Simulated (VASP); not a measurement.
Elastic constants (GPa) of a crystal from VASP with r2SCAN meta-GGA, VASP's PBE PAW potentials (set 64):

```json
[
 {"": "xx", "xx": "133.0", "yy": "30.4", "zz": "25.0", "yz": "16.1", "xz": "0.0", "xy": "0.0"},
 {"": "yy", "xx": "30.4", "yy": "133.0", "zz": "25.0", "yz": "-16.1", "xz": "0.0", "xy": "0.0"},
 {"": "zz", "xx": "25.0", "yy": "25.0", "zz": "74.2", "yz": "0.0", "xz": "0.0", "xy": "0.0"},
 {"": "yz", "xx": "16.1", "yy": "-16.1", "zz": "0.0", "yz": "42.6", "xz": "0.0", "xy": "0.0"},
 {"": "xz", "xx": "0.0", "yy": "0.0", "zz": "0.0", "yz": "0.0", "xz": "42.6", "xy": "16.1"},
 {"": "xy", "xx": "0.0", "yy": "0.0", "zz": "0.0", "yz": "0.0", "xz": "16.1", "xy": "51.3"}
]
```

### Question
Work out the Voigt, Reuss and Hill moduli, Young's modulus and Poisson's ratio.

### Answer
All eigenvalues are positive (smallest 30.3 GPa), so the crystal is stable. K_V = (C11+C22+C33+2(C12+C13+C23))/9 = (340.2 + 2×80.4)/9 = 55.7 GPa; G_V = (340.2 − 80.4 + 3×136.5)/15 = 44.6 GPa. From the compliances, K_R = 51.3 GPa and G_R = 39.0 GPa. Hill: K = 53.5 GPa, G = 41.8 GPa, E = 9KG/(3K+G) = 99.5 GPa, ν = (3K−2G)/(2(3K+G)) = 0.190. K/G = 1.28, below Pugh's 1.75; universal anisotropy A^U = 0.81.

### Question
With a density of 3.77 g/cm³, what are the mean sound speeds?

### Answer
v_l = √((K+4G/3)/ρ) = 5.38 km/s and v_t = √(G/ρ) = 3.33 km/s. The crystal is BaAlSiH (space group P3m1), trigonal.

The structure comes from a computed database's BaAlSiH entry (P3m1); how it stands against other phases isn't given here. It was relaxed first.
